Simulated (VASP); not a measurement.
Computed with PBE GGA with D3 dispersion (Becke-Johnson damping), VASP's PBE PAW potentials (set 64) (plane waves; VASP).

Input for VASP

**POSCAR**
```
WSi2
1
   -1.5961386030     1.5961386030     3.8998728217
    1.5961386030    -1.5961386030     3.8998728217
    1.5961386030     1.5961386030    -3.8998728217
Si W
2 1
Direct
  0.6660173065   0.6660173065   0.0000000000
  0.3339826935   0.3339826935   1.0000000000
  0.0000000000   0.0000000000   0.0000000000
```

KPOINTS:
```
Automatic
0
Gamma
 15 15 15
```

### INCAR
```
# general
SYSTEM =WSi2
PREC   =Accurate
ENCUT  =520   # plane-wave cut-off (eV)
LREAL  =.FALSE.
LASPH  =.TRUE.   # aspherical one-centre terms

# electronic loop
EDIFF  =1E-7   # SCF stop (eV)
NELM   =100
ALGO   =Normal   # blocked Davidson
LMAXMIX=6

# smearing
ISMEAR =-5   # tetrahedra, Bloechl

# functional
GGA    =PE   # PBE
IVDW   =12

# ions
ISIF   =2

# output
LWAVE  =.FALSE.
LCHARG =.TRUE.
LORBIT =11
NEDOS  =601   # DOS grid

# other
LEFG   =.TRUE.
```

POTCAR, in this order: Si W_sv (PBE.64 set). Program: vasp_std.

The resulting files:

OUTCAR:
```
 ion  position               nearest neighbor table
   1  0.666  0.666  0.000-   2 2.59   3 2.60   3 2.60   3 2.60   3 2.60   3 2.60   2 2.61   2 2.61
                             2 2.61   2 2.61
   2  0.334  0.334  0.000-   1 2.59   3 2.60   3 2.60   3 2.60   3 2.60   3 2.60   1 2.61   1 2.61
                             1 2.61   1 2.61
   3  0.000  0.000  0.000-   1 2.60   1 2.60   1 2.60   2 2.60   2 2.60   2 2.60   1 2.60   2 2.60
                             1 2.60   2 2.60
  LATTYP: Found a body centered tetragonal cell.
 ALAT       =     3.1922772060
 C/A-ratio  =     2.4433171495
 Subroutine PRICEL returns:
 Original cell was already a primitive cell.
 Subroutine GETGRP returns: Found 16 space group operations
The static configuration has the point symmetry D_4h.
The dynamic configuration has the point symmetry D_4h.
 Subroutine INISYM returns: Found 16 space group operations
 Subroutine IBZKPT returns following result:
 Found    288 irreducible k-points:

 Following reciprocal coordinates:
            Coordinates               Weight
  0.000000  0.000000  0.000000      1.000000
  0.066667  0.000000  0.000000      8.000000
  0.133333  0.000000  0.000000      8.000000
  0.200000  0.000000 -0.000000      8.000000
  0.266667  0.000000  0.000000      8.000000
  0.333333  0.000000  0.000000      8.000000
  0.400000  0.000000 -0.000000      8.000000
  0.466667  0.000000 -0.000000      8.000000
  0.066667  0.066667  0.000000      8.000000
  0.133333  0.066667 -0.000000     16.000000
  0.200000  0.066667 -0.000000     16.000000
  0.266667  0.066667 -0.000000     16.000000
  0.333333  0.066667  0.000000     16.000000
  0.400000  0.066667 -0.000000     16.000000
  0.466667  0.066667 -0.000000     16.000000
 -0.466667  0.066667  0.000000     16.000000
 -0.400000  0.066667  0.000000     16.000000
 -0.333333  0.066667  0.000000     16.000000
 -0.266667  0.066667  0.000000     16.000000
...
```

OSZICAR:
```
       N       E                     dE             d eps       ncg     rms          rms(c)
DAV:   1     0.128760123613E+03    0.12876E+03   -0.11235E+04  8648   0.149E+03
DAV:   2    -0.212726932113E+02   -0.15003E+03   -0.14855E+03  9928   0.362E+02
DAV:   3    -0.256016293693E+02   -0.43289E+01   -0.42838E+01 11496   0.522E+01
DAV:   4    -0.256316492320E+02   -0.30020E-01   -0.29991E-01  9907   0.520E+00
DAV:   5    -0.256320293000E+02   -0.38007E-03   -0.37985E-03 11517   0.580E-01    0.263E+01
DAV:   6    -0.248862953634E+02    0.74573E+00   -0.42975E+00 10439   0.156E+01    0.926E+00
DAV:   7    -0.248066157315E+02    0.79680E-01   -0.25791E-01  9690   0.309E+00    0.458E+00
DAV:   8    -0.247857139048E+02    0.20902E-01   -0.40860E-02 11300   0.182E+00    0.309E-01
DAV:   9    -0.247852629554E+02    0.45095E-03   -0.11663E-03 10208   0.285E-01    0.176E-01
DAV:  10    -0.247851894473E+02    0.73508E-04   -0.29825E-04 10754   0.175E-01    0.365E-02
DAV:  11    -0.247851848466E+02    0.46008E-05   -0.35170E-05 10915   0.492E-02    0.135E-02
DAV:  12    -0.247851861804E+02   -0.13339E-05   -0.14811E-06 10594   0.889E-03    0.344E-03
DAV:  13    -0.247851852370E+02    0.94346E-06   -0.27846E-07  9134   0.540E-03    0.494E-04
DAV:  14    -0.247851851397E+02    0.97245E-07   -0.13322E-08  5258   0.120E-03
   1 F= -.26532987E+02 E0= -.26532987E+02  d E =0.000000E+00
```

File OUTCAR:
```
------------------------ aborting loop because EDIFF is reached ----------------------------------------
 Edisp (eV)   -1.74780
  FORCE on cell =-STRESS in cart. coord.  units (eV):
  Direction    XX          YY          ZZ          XY          YZ          ZX
  --------------------------------------------------------------------------------------
  Total       0.07080     0.07080    -0.02667     0.00000    -0.00000     0.00000
  in kB       2.85434     2.85434    -1.07533     0.00000    -0.00000     0.00000
  external pressure =        1.54 kB  Pullay stress =        0.00 kB
  volume of cell :       39.74
      direct lattice vectors                 reciprocal lattice vectors
    -1.596138603  1.596138603  3.899872822     0.000000000  0.313256004  0.128209309
     1.596138603 -1.596138603  3.899872822     0.313256004  0.000000000  0.128209309
     1.596138603  1.596138603 -3.899872822     0.313256004  0.313256004  0.000000000
 POSITION                                       TOTAL-FORCE (eV/Angst)
 -----------------------------------------------------------------------------------
      0.00000      0.00000      5.19477        -0.000000     -0.000000     -0.029405
      0.00000      0.00000      2.60498        -0.000000     -0.000000      0.029405
      0.00000      0.00000      0.00000         0.000000      0.000000     -0.000000
 -----------------------------------------------------------------------------------
    total drift:                                0.000000     -0.000000      0.000000
  FREE ENERGIE OF THE ION-ELECTRON SYSTEM (eV)
  ---------------------------------------------------
  free  energy   TOTEN  =       -26.5329866006 eV

  energy  without entropy=      -26.5329866006  energy(sigma->0) =      -26.53298660

 total charge

# of ion       s       p       d       tot
------------------------------------------
    1        0.736   0.904   0.000   1.640
    2        0.736   0.904   0.000   1.640
    3        2.317   6.317   3.622  12.256
--------------------------------------------------
tot          3.789   8.124   3.622  15.535

 Electric field gradients after diagonalization (V/A^2)
 (convention: |V_zz| > |V_xx| > |V_yy|)
----------------------------------------------------------------------
 ion       V_xx      V_yy      V_zz     asymmetry (V_yy - V_xx)/ V_zz
----------------------------------------------------------------------
   1       4.920     4.920    -9.840       0.000
   2       4.920     4.920    -9.840       0.000
   3      69.180    69.180  -138.360       0.000
```
(Selected blocks of OUTCAR.)

File OUTCAR:
```
 val. band max:       12.2323298078   @ k =  -0.2667  -0.2667   0.2000

 cond. band min:      12.2370121231   @ k =  -0.4000   0.4000   0.4000


 Fermi energy:        12.2187180126

 k-point     1 :       0.0000    0.0000    0.0000
  band No.  band energies     occupation
      1     -61.5981      2.00000
      2     -25.8822      2.00000
      3     -25.8430      2.00000
      4     -25.8430      2.00000
      5      -2.0193      2.00000
      6       5.2550      2.00000
      7       8.4560      2.00000
      8       8.8214      2.00000
      9       9.3197      2.00000
     10       9.3197      2.00000
     11      12.8764     -0.07975
     12      15.0554      0.00000
     13      15.0575      0.00000
     14      15.3902      0.00000
     15      15.3902      0.00000

 k-point     2 :       0.0667    0.0000    0.0000
  band No.  band energies     occupation
      1     -61.5977      2.00000
      2     -25.8815      2.00000
      3     -25.8533      2.00000
      4     -25.8421      2.00000
      5      -1.9329      2.00000
      6       5.2651      2.00000
      7       8.1672      2.00000
      8       8.8257      2.00000
      9       9.3777      2.00000
     10       9.4390      2.00000
     11      12.5227      0.25653
     12      14.8130      0.00000
     13      15.0746      0.00000
     14      15.3286      0.00000
     15      15.7941      0.00000

 k-point     3 :       0.1333    0.0000    0.0000
  band No.  band energies     occupation
      1     -61.5967      2.00000
      2     -25.8826      2.00000
      3     -25.8791      2.00000
      4     -25.8394      2.00000
      5      -1.6764      2.00000
      6       5.2742      2.00000
      7       7.5884      2.00000
      8       8.7934      2.00000
      9       9.5461      2.00000
     10       9.6007      2.00000
     11      11.8433      2.04049
     12      14.1732      0.00000
     13      14.6861      0.00000
     14      15.9939      0.00000
     15      16.5030      0.00000
...
```

For a metal the tetrahedron method with Blöchl corrections gives inexact stress and forces. Unless said otherwise, spin-orbit coupling is left out, though it shifts the bands of the heavy elements here.

The compound is WSi2 in the MoSi2 type structure. It was relaxed first.
